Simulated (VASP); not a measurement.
Output of a VASP run:

**OSZICAR**
```
...
DAV:   4    -0.200843991715E+02    0.62798E-01   -0.50701E-01  3568   0.969E+00    0.305E+00
DAV:   5    -0.200318346976E+02    0.52564E-01   -0.46074E-02  4584   0.293E+00    0.813E-01
DAV:   6    -0.200288184955E+02    0.30162E-02   -0.16069E-02  3656   0.135E+00    0.210E-01
DAV:   7    -0.200355198996E+02   -0.67014E-02   -0.31396E-03  3488   0.632E-01    0.776E-02
DAV:   8    -0.200355861516E+02   -0.66252E-04   -0.47167E-04  4096   0.388E-01    0.585E-02
DAV:   9    -0.200356062785E+02   -0.20127E-04   -0.36619E-04  3976   0.394E-01    0.227E-02
DAV:  10    -0.200356042987E+02    0.19798E-05   -0.25512E-05  3800   0.988E-02    0.905E-03
DAV:  11    -0.200356066856E+02   -0.23870E-05   -0.28006E-06  3584   0.210E-02    0.495E-03
DAV:  12    -0.200356073756E+02   -0.68997E-06   -0.28850E-07  1832   0.702E-03
   3 F= -.20035607E+02 E0= -.20035755E+02  d E =-.489981E+00  mag=    -0.0000
       N       E                     dE             d eps       ncg     rms          rms(c)
DAV:   1    -0.200397388188E+02   -0.41321E-02   -0.42831E-02  3624   0.423E+00    0.586E-01
DAV:   2    -0.200439595776E+02   -0.42208E-02   -0.97585E-02  4000   0.626E+00    0.768E-01
DAV:   3    -0.200358526851E+02    0.81069E-02   -0.38952E-02  3920   0.391E+00    0.101E-01
DAV:   4    -0.200357494462E+02    0.10324E-03   -0.45936E-04  3588   0.257E-01    0.324E-02
DAV:   5    -0.200357361683E+02    0.13278E-04   -0.51767E-05  4104   0.112E-01    0.109E-02
DAV:   6    -0.200357425372E+02   -0.63689E-05   -0.19754E-05  3488   0.485E-02    0.583E-03
DAV:   7    -0.200357479044E+02   -0.53672E-05   -0.22134E-06  3560   0.151E-02    0.219E-03
DAV:   8    -0.200357472825E+02    0.62195E-06   -0.66302E-07  1736   0.168E-02
   4 F= -.20035747E+02 E0= -.20035903E+02  d E =-.490120E+00  mag=    -0.0000
       N       E                     dE             d eps       ncg     rms          rms(c)
DAV:   1    -0.200380678960E+02   -0.23200E-02   -0.25260E-02  3624   0.325E+00    0.451E-01
DAV:   2    -0.200405822364E+02   -0.25143E-02   -0.57992E-02  4008   0.484E+00    0.593E-01
DAV:   3    -0.200357453570E+02    0.48369E-02   -0.23457E-02  3912   0.300E+00    0.809E-02
DAV:   4    -0.200356807597E+02    0.64597E-04   -0.26774E-04  3560   0.199E-01    0.260E-02
DAV:   5    -0.200356722795E+02    0.84802E-05   -0.31577E-05  4116   0.880E-02    0.883E-03
DAV:   6    -0.200356789500E+02   -0.66705E-05   -0.10568E-05  3496   0.353E-02    0.386E-03
DAV:   7    -0.200356809482E+02   -0.19982E-05   -0.77791E-07  1856   0.108E-02    0.197E-03
DAV:   8    -0.200356811155E+02   -0.16731E-06   -0.54068E-07  1752   0.152E-02
   5 F= -.20035681E+02 E0= -.20035831E+02  d E =0.661670E-04  mag=    -0.0000
       N       E                     dE             d eps       ncg     rms          rms(c)
DAV:   1    -0.200368308268E+02   -0.11499E-02   -0.11436E-02  3620   0.218E+00    0.304E-01
DAV:   2    -0.200379757006E+02   -0.11449E-02   -0.26316E-02  3992   0.325E+00    0.399E-01
DAV:   3    -0.200357857521E+02    0.21899E-02   -0.10545E-02  3928   0.203E+00    0.532E-02
DAV:   4    -0.200357582295E+02    0.27523E-04   -0.12322E-04  3564   0.134E-01    0.170E-02
DAV:   5    -0.200357544753E+02    0.37543E-05   -0.14003E-05  4144   0.585E-02    0.569E-03
DAV:   6    -0.200357562841E+02   -0.18088E-05   -0.52232E-06  3488   0.250E-02    0.292E-03
DAV:   7    -0.200357574717E+02   -0.11876E-05   -0.48682E-07  1736   0.752E-03    0.133E-03
DAV:   8    -0.200357571662E+02    0.30557E-06   -0.24498E-07  1728   0.103E-02
   6 F= -.20035757E+02 E0= -.20035911E+02  d E =-.988366E-05  mag=    -0.0000
```

File OUTCAR:
```
------------------------ aborting loop because EDIFF is reached ----------------------------------------
  FORCE on cell =-STRESS in cart. coord.  units (eV):
  Direction    XX          YY          ZZ          XY          YZ          ZX
  --------------------------------------------------------------------------------------
  Total        0.0094912      0.0094912      0.0094912      0.0000000      0.0000000      0.0000000
  in kB        0.7582313      0.7582313      0.7582313      0.0000000      0.0000000      0.0000000
  external PRESSURE =       0.7582313 kB  Pullay stress =       0.0000000 kB
  volume of cell :       20.06
      direct lattice vectors                 reciprocal lattice vectors
     0.000000000  2.156417630  2.156417630    -0.231866032  0.231866032  0.231866032
     2.156417630 -0.000000000  2.156417630     0.231866032 -0.231866032  0.231866032
     2.156417630  2.156417630 -0.000000000     0.231866032  0.231866032 -0.231866032
 POSITION                                       TOTAL-FORCE (eV/Angst)
 -----------------------------------------------------------------------------------
      0.00000      0.00000      0.00000        -0.000000      0.000000     -0.000000
      1.07821      1.07821      1.07821         0.000000     -0.000000      0.000000
 -----------------------------------------------------------------------------------
    total drift:                               -0.000026     -0.000026     -0.000026
  FREE ENERGIE OF THE ION-ELECTRON SYSTEM (eV)
  ---------------------------------------------------
  free  energy   TOTEN  =       -20.0357571662 eV

  energy  without entropy=      -20.0362189542  energy(sigma->0) =      -20.03591110

 total charge

# of ion       s       p       d       tot
------------------------------------------
    1        0.637   0.701   8.382   9.720
    2        0.943   1.392   0.000   2.335
--------------------------------------------------
tot          1.580   2.093   8.382  12.055

 magnetization (x)

# of ion       s       p       d       tot
------------------------------------------
    1        0.000   0.000   0.000   0.000
    2       -0.000  -0.000   0.000  -0.000
--------------------------------------------------
tot          0.000  -0.000   0.000   0.000

 reached required accuracy - stopping structural energy minimisation
```
(Selected blocks of OUTCAR.)

POSCAR:
```
NiC
1
    0.0000000000     2.3094010000     2.3094010000
    2.3094010000     0.0000000000     2.3094010000
    2.3094010000     2.3094010000     0.0000000000
Ni C
1 1
Direct
  0.0000000000   0.0000000000   0.0000000000
  0.2500000000   0.2500000000   0.2500000000
```

### Question
Reconstruct the remaining input files.

### Answer
This is not unique; one that fits is the input of the run itself, r2SCAN meta-GGA, plane waves, VASP's PBE PAW potentials (set 64).

**INCAR**
```
ALGO = Normal
EDIFF = 1E-6
EDIFFG = -0.01
ENCUT = 520
IBRION = 2
ISIF = 3
ISMEAR = 1
ISPIN = 2
LASPH = .TRUE.
LCHARG = .FALSE.
LMAXMIX = 4
LMIXTAU = .TRUE.
LORBIT = 10
LREAL = .FALSE.
LWAVE = .FALSE.
MAGMOM = 2.0 0.0
METAGGA = R2SCAN
NELM = 100
NSW = 60
PREC = Accurate
SIGMA = 0.1
SYSTEM = NiC
```

File KPOINTS:
```
kpoints
0
Gamma
  12 12 12
0 0 0
```

POTCAR, in this order: Ni C (PBE.64 set). Program: vasp_std.

Energy and stress use the plane-wave basis of the starting cell.

The structure was generated: NiC was put into the zinc blende type (F-43m), which need not be its known phase. This run relaxes it. Symmetry was kept, so distortions that lower it aren't found.
